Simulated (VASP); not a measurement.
Here is a VASP 6.6.1 calculation.

INCAR

```
ALGO = Normal ; EDIFF = 1E-6
ENCUT = 520 ; GGA = PE
ISIF = 2 ; ISMEAR = 0
LASPH = True ; LCHARG = False
LREAL = False ; LWAVE = False
NBANDS = 30 ; NELM = 80
PREC = Accurate ; SIGMA = 0.1
```

KPOINTS

```
k-points
0
Gamma
  4 4 4
```

File POSCAR:

```
Ir3C4
1.0
    4.2361556200      0.0000000000      0.0000000000
    0.0000000000      4.2361556200      0.0000000000
    0.0000000000      0.0000000000      4.2361556200
Ir C
3 4
Direct
    0.5000000000      0.5000000000      0.0000000000
    0.0000000000      0.5000000000      0.5000000000
    0.5000000000      0.0000000000      0.5000000000
    0.5000000000      0.5000000000      0.5000000000
    0.5000000000      0.0000000000      0.0000000000
    0.0000000000      0.5000000000      0.0000000000
    0.0000000000      0.0000000000      0.5000000000
```

Potentials or basis: VASP PAW PBE potentials, release 64 (Ir, C).

Command:

```console
$ cat potpaw_PBE.64/Ir/POTCAR potpaw_PBE.64/C/POTCAR > POTCAR
$ mpirun -np 1 vasp_std > vasp.out
```

(1) Predict the band gap on the k mesh.

(2) Estimate the pressure.

Answers

(1) none (metal or under the smearing width).

(2) 9.9 GPa.

Caveat: the k mesh is coarse (spacing up to 0.37 Å⁻¹), so the values aren't converged.
